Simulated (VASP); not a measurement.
An input for Quantum ESPRESSO's pw.x (written as the equivalent of a VASP run, and not itself run):

```
&CONTROL
  calculation = 'scf'
  pseudo_dir = './pseudo'
  outdir = './out'
  tprnfor = .true.
  tstress = .true.
/
&SYSTEM
  ibrav = 0
  nat = 8
  ntyp = 3
  ecutwfc = 102
  occupations = 'tetrahedra'
  input_dft = 'pbesol'
/
&ELECTRONS
  conv_thr = 7.3e-09
  electron_maxstep = 100
/
ATOMIC_SPECIES
  Cd 112.414 Cd.upf
  Te 127.600 Te.upf
  S 32.060 S.upf
CELL_PARAMETERS angstrom
     0.0000000    3.0715091    3.0715091
     3.0715091    0.0000000    3.0715091
    12.3209263   12.3209263   -0.0348900
ATOMIC_POSITIONS crystal
  Cd   0.0342866  0.0342866  0.9742850
  Cd   0.0017307  0.0017307  0.2487020
  Cd   0.9669721  0.9669721  0.5247709
  Cd   0.9995812  0.9995812  0.7503141
  Te   0.2616625  0.2616625  0.0537532
  Te   0.2296703  0.2296703  0.3277473
  S    0.2366933  0.2366933  0.5724800
  S    0.2694033  0.2694033  0.7979475
K_POINTS automatic
  10 10 3 0 0 0
```

### Question
Translate this input to VASP (INCAR, KPOINTS, POSCAR, choice of POTCAR).

### Answer
One answer among several that fit: 
### KPOINTS
```
Automatic
0
G
  10 10 3
0 0 0
```

**POSCAR**
```
Cd4S2Te2
1
    0.0000000000     3.0715090634     3.0715090634
    3.0715090634     0.0000000000     3.0715090634
   12.3209262783    12.3209262783    -0.0348900245
Cd Te S
4 2 2
Direct
  0.0342866298   0.0342866298   0.9742850276
  0.0017306507   0.0017306507   0.2487020119
  0.9669720881   0.9669720881   0.5247709340
  0.9995812473   0.9995812473   0.7503140645
  0.2616624609   0.2616624609   0.0537531543
  0.2296702955   0.2296702955   0.3277472784
  0.2366932811   0.2366932811   0.5724800392
  0.2694033468   0.2694033468   0.7979474899
```

**INCAR**
```
SYSTEM = Cd4S2Te2
PREC = Accurate; ENCUT = 400; LREAL = .False.
LASPH = .True.
EDIFF = 1E-7; NELM = 100; ALGO = Normal
LMAXMIX = 4
ISMEAR = -5
GGA = PS
ISIF = 2
LWAVE = .False.; LCHARG = .True.; LORBIT = 11
NEDOS = 601
LEFG = .True.
```

POTCAR, in this order: Cd Te S (PBE.64 set). Program: vasp_std.

The two are equivalent in intent, not identical: the potentials are each code's own (VASP's PAW set, PseudoDojo norm-conserving files in pw.x), so ENCUT and ecutwfc are chosen apart and not converted; conv_thr bounds pw.x's estimated SCF error, while EDIFF bounds the energy change between steps; the field gradients of LEFG aren't asked of the other code.

The structure was generated: Cd4S2Te2 was put into an ordered model structure (R3m), which need not be its known phase. It was relaxed first.
